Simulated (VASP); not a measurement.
Here is the system:

```
BaTe
1.0
    0.00000     3.45253     3.45253
    3.45253     0.00000     3.45253
    3.45253     3.45253     0.00000
Ba Te
1 1
Direct
  0.00000   0.00000   0.00000
  0.50000   0.50000   0.50000
```

All values below come from r2SCAN+rVV10, VASP's PBE PAW potentials (set 64) (plane waves; VASP 6.6.1). Run with 520 eV cut-off, 7×7×7 Γ-centred mesh, Gaussian smearing of 0.050 eV, potentials Ba_sv Te.

**Question.** Predict the energy per atom (σ→0), pressure.

**Answer.** 
The energy per atom (σ→0) is -27.780 eV/atom and the pressure comes out as 2.27 GPa.

Total energies compare only between runs with the same potentials, cut-off and functional.

The compound is BaTe in the rock salt structure. This cell is one point of a volume scan, at 0.94 of the reference volume.
